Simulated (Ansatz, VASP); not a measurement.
# YTl: VASP beside Ansatz

```xyz
2
Lattice="3.7510 0.0000 0.0000 0.0000 3.7510 0.0000 0.0000 0.0000 3.7510" Properties=species:S:1:pos:R:3 pbc="T T T"
Y     1.8755    1.8755    1.8755
Tl    0.0000    0.0000    0.0000
```

Alike in both runs: task single point; functional LDA; k mesh 6 × 6 × 6; occupations gaussian, width 0.1 eV; no spin polarisation.

|  | VASP | Ansatz |
| --- | --- | --- |
| version | VASP 6.6.1 | Ansatz 0.2.0 |
| potentials or method | VASP PAW LDA potentials, release 64 (Y_sv, Tl_d) | scalar-relativistic, plane waves, PAW |
| plane-wave cutoff (eV) | 520 | 420 |
| valence electrons in the cell | 24 | 24 |

Ansatz gave:

```
gap on the k mesh at the Fermi level (eV) : none
pressure (GPa)                            : -2.7
```

Q: Estimate VASP's values.

A: gap on the k mesh at the Fermi level (eV): none; pressure (GPa): -2.6.

A gap of «none» marks a metal or a gap that the smearing closes.

The runs have no spin-orbit coupling, so splittings on Tl are missing.
